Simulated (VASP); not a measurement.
The input files of a VASP run:

File POSCAR:
```
Pb
1
    0.0000000000     2.4625189128     2.4625189128
    2.4625189128     0.0000000000     2.4625189128
    2.4625189128     2.4625189128     0.0000000000
Pb
1
Direct
  0.0000000000   0.0000000000   0.0000000000
```

### KPOINTS
```
Automatic mesh
0
Gamma
13 13 13
0 0 0
```

INCAR:
```
SYSTEM = Pb
PREC = Accurate; ENCUT = 520; LREAL = F
LASPH = T
EDIFF = 1E-7; NELM = 100; ALGO = Normal
LMAXMIX = 4
ISMEAR = 1; SIGMA = 0.1
GGA = 91
ISIF = 2
LWAVE = F; LCHARG = F
```

POTCAR, in this order: Pb_d (PBE.64 set). Program: vasp_std.

Problem. Write an equivalent input for Quantum ESPRESSO's pw.x.

Solution. One equivalent input (not run):
```
&CONTROL
  calculation = 'scf'
  pseudo_dir = './pseudo'
  outdir = './out'
  tprnfor = .true.
  tstress = .true.
/
&SYSTEM
  ibrav = 0
  nat = 1
  ntyp = 1
  ecutwfc = 62.5
  occupations = 'smearing'
  smearing = 'methfessel-paxton'
  degauss = 0.00735
  input_dft = 'pw91'
/
&ELECTRONS
  conv_thr = 7.3e-09
  electron_maxstep = 100
/
ATOMIC_SPECIES
  Pb 207.200 Pb.upf
CELL_PARAMETERS angstrom
     0.0000000    2.4625189    2.4625189
     2.4625189    0.0000000    2.4625189
     2.4625189    2.4625189    0.0000000
ATOMIC_POSITIONS crystal
  Pb   0.0000000  0.0000000  0.0000000
K_POINTS automatic
  13 13 13 0 0 0
```
The two are equivalent in intent, not identical: the potentials are each code's own (VASP's PAW set, PseudoDojo norm-conserving files in pw.x), so ENCUT and ecutwfc are chosen apart and not converted; conv_thr bounds pw.x's estimated SCF error, while EDIFF bounds the energy change between steps.

The compound is Pb in the fcc structure. This cell is one point of a volume scan, at 0.94 of the reference volume.
